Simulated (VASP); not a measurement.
Level of theory: PBEsol GGA, VASP's PBE PAW potentials (set 64) (plane waves; VASP 6.6.1).

The input files of a VASP run:

INCAR:
```
# general
SYSTEM   =  Ga
PREC     =  Accurate
ENCUT    =  500   # plane-wave cut-off (eV)
LREAL    =  F   # projection in real space or not
LASPH    =  T   # aspherical one-centre terms

# electronic loop
EDIFF    =  1E-6
NELM     =  100   # most electronic steps
ALGO     =  Normal
LMAXMIX  =  4   # l cut-off of mixed one-centre charges

# smearing
ISMEAR   =  1   # Methfessel-Paxton
SIGMA    =  0.1

# functional
GGA      =  PS   # PBEsol

# ions
IBRION   =  2   # conjugate gradients
NSW      =  40
ISIF     =  3   # ions, shape and volume
EDIFFG   =  -0.02
PSTRESS  =  450

# output
LWAVE    =  F
LCHARG   =  F
```

**KPOINTS**
```
Automatic mesh
0
Gamma
9 9 9
0 0 0
```

File POSCAR:
```
Ga
1
    1.9708426354    -3.4791737598     0.0000000000
    1.9708426354     3.4791737598    -0.0000000000
    0.0000000000    -0.0000000000     4.0017004175
Ga
4
Direct
  0.1533028615   0.8466971385   0.9222999195
  0.3466971385   0.6533028615   0.4222999195
  0.6533028615   0.3466971385   0.5777000805
  0.8466971385   0.1533028615   0.0777000805
```

POTCAR, in this order: Ga_d (PBE.64 set). Program: vasp_std.

Output of the run:

OSZICAR:
```
       N       E                     dE             d eps       ncg     rms          rms(c)
DAV:   1     0.344152021935E+03    0.34415E+03   -0.24985E+04  8170   0.341E+03
DAV:   2     0.271185921867E+02   -0.31703E+03   -0.31095E+03  7932   0.551E+02
DAV:   3    -0.104728196951E+02   -0.37591E+02   -0.37282E+02  8436   0.156E+02
DAV:   4    -0.115988179715E+02   -0.11260E+01   -0.11216E+01  8960   0.309E+01
DAV:   5    -0.116217476504E+02   -0.22930E-01   -0.22927E-01  9432   0.449E+00    0.419E+00
DAV:   6    -0.113062119417E+02    0.31554E+00   -0.54389E-01  9415   0.135E+01    0.207E+00
DAV:   7    -0.112143553171E+02    0.91857E-01   -0.12170E-01 10907   0.471E+00    0.466E-01
DAV:   8    -0.112066756985E+02    0.76796E-02   -0.31086E-02  8562   0.210E+00    0.598E-02
DAV:   9    -0.112068985699E+02   -0.22287E-03   -0.27638E-03  9175   0.629E-01    0.330E-02
DAV:  10    -0.112068721444E+02    0.26426E-04   -0.50817E-04  9866   0.332E-01    0.472E-03
DAV:  11    -0.112068750253E+02   -0.28809E-05   -0.39383E-05  9296   0.798E-02    0.686E-03
DAV:  12    -0.112068737268E+02    0.12985E-05   -0.13545E-05  8829   0.573E-02    0.103E-03
DAV:  13    -0.112068738038E+02   -0.77047E-07   -0.10060E-06  5431   0.104E-02
   1 F= 0.42067433E+01 E0= 0.42068125E+01  d E =0.420674E+01
       N       E                     dE             d eps       ncg     rms          rms(c)
DAV:   1    -0.112101899226E+02   -0.33162E-02   -0.45797E-02  9444   0.153E+00    0.262E-01
DAV:   2    -0.112091710317E+02    0.10189E-02   -0.21111E-03  8644   0.784E-01    0.158E-01
DAV:   3    -0.112085550218E+02    0.61601E-03   -0.87466E-04 11787   0.492E-01    0.112E-02
DAV:   4    -0.112085835886E+02   -0.28567E-04   -0.32787E-04  7988   0.196E-01    0.921E-03
DAV:   5    -0.112085833503E+02    0.23829E-06   -0.15520E-05 10659   0.329E-02    0.462E-03
DAV:   6    -0.112085831112E+02    0.23903E-06   -0.78777E-07  5008   0.209E-02
   2 F= 0.42064196E+01 E0= 0.42064474E+01  d E =-.323787E-03
       N       E                     dE             d eps       ncg     rms          rms(c)
DAV:   1    -0.112099213973E+02   -0.13380E-02   -0.14855E-02  9444   0.872E-01    0.150E-01
DAV:   2    -0.112095896827E+02    0.33171E-03   -0.68777E-04  8630   0.449E-01    0.904E-02
DAV:   3    -0.112093887580E+02    0.20092E-03   -0.28654E-04 11783   0.282E-01    0.646E-03
DAV:   4    -0.112093979935E+02   -0.92355E-05   -0.10685E-04  7960   0.112E-01    0.526E-03
DAV:   5    -0.112093978668E+02    0.12675E-06   -0.49078E-06  8403   0.190E-02
   3 F= 0.42063641E+01 E0= 0.42063865E+01  d E =-.379206E-03
       N       E                     dE             d eps       ncg     rms          rms(c)
DAV:   1    -0.112273010285E+02   -0.17903E-01   -0.44843E-02  9423   0.202E+00    0.291E-01
DAV:   2    -0.112259886940E+02    0.13123E-02   -0.53452E-03  8828   0.121E+00    0.160E-01
DAV:   3    -0.112253236229E+02    0.66507E-03   -0.85065E-04 12572   0.384E-01    0.330E-02
DAV:   4    -0.112253259269E+02   -0.23039E-05   -0.29720E-04  8149   0.150E-01    0.946E-03
DAV:   5    -0.112253238472E+02    0.20796E-05   -0.35521E-05  9201   0.657E-02    0.520E-03
DAV:   6    -0.112253234081E+02    0.43917E-06   -0.65214E-06  8371   0.390E-02
   4 F= 0.42064836E+01 E0= 0.42065109E+01  d E =0.119440E-03
       N       E                     dE             d eps       ncg     rms          rms(c)
DAV:   1    -0.112157542384E+02    0.95696E-02   -0.19553E-02  9404   0.133E+00    0.193E-01
DAV:   2    -0.112151786016E+02    0.57564E-03   -0.23403E-03  8842   0.802E-01    0.106E-01
DAV:   3    -0.112148897116E+02    0.28889E-03   -0.37474E-04 12558   0.254E-01    0.219E-02
DAV:   4    -0.112148908309E+02   -0.11193E-05   -0.12878E-04  8163   0.985E-02    0.631E-03
DAV:   5    -0.112148900767E+02    0.75424E-06   -0.15450E-05  9173   0.431E-02    0.340E-03
DAV:   6    -0.112148898797E+02    0.19703E-06   -0.26878E-06  6117   0.254E-02
   5 F= 0.42063292E+01 E0= 0.42063519E+01  d E =-.349569E-04
```

OUTCAR:
```
------------------------ aborting loop because EDIFF is reached ----------------------------------------
  FORCE on cell =-STRESS in cart. coord.  units (eV):
  Direction    XX          YY          ZZ          XY          YZ          ZX
  --------------------------------------------------------------------------------------
  Total       15.4140195     15.4041650     15.4164772      0.0000000      0.0000000      0.0000000
  in kB      449.7899134    449.5023517    449.8616311      0.0000000      0.0000000      0.0000000
  external PRESSURE =      -0.2820346 kB  Pullay stress =     450.0000000 kB
  volume of cell :       54.91
      direct lattice vectors                 reciprocal lattice vectors
     1.967008988 -3.476188015 -0.000000000     0.254193043 -0.143835718 -0.000000000
     1.967008988  3.476188015  0.000000000     0.254193043  0.143835718  0.000000000
     0.000000000 -0.000000000  4.014922598     0.000000000 -0.000000000  0.249070804
 POSITION                                       TOTAL-FORCE (eV/Angst)
 -----------------------------------------------------------------------------------
      1.96701      2.40908      3.70272         0.000000      0.002584     -0.002957
      1.96701      1.06710      1.69526         0.000000     -0.002584     -0.002957
      1.96701     -1.06710      2.31967         0.000000      0.002584      0.002957
      1.96701     -2.40908      0.31221         0.000000     -0.002584      0.002957
 -----------------------------------------------------------------------------------
    total drift:                               -0.000000      0.000000      0.000000
  FREE ENERGIE OF THE ION-ELECTRON SYSTEM (eV)
  ---------------------------------------------------
  free  energy   TOTEN  =       -11.2148898797 eV

  energy  without entropy=      -11.2148218623  energy(sigma->0) =      -11.21486721
  enthalpy is  TOTEN    =         4.2063291847 eV   P V=       15.4212190643

 reached required accuracy - stopping structural energy minimisation
```
(Selected blocks of OUTCAR.)

### CONTCAR
```
Ga
   1.00000000000000
     1.9670089884534114   -3.4761880150594866   -0.0000000000000000
     1.9670089884534114    3.4761880150594866    0.0000000000000000
     0.0000000000000000   -0.0000000000000000    4.0149225978594503
  Ga
     4
Direct
     0.1534876691848124    0.8465123308151876    0.9222386810888281
     0.3465123308151876    0.6534876691848124    0.4222386810888279
     0.6534876691848124    0.3465123308151876    0.5777613189111719
     0.8465123308151876    0.1534876691848124    0.0777613189111720
```

The compound is Ga in the alpha structure. This run relaxes it under an external pressure of 45 GPa. Symmetry was kept, so distortions that lower it aren't found.
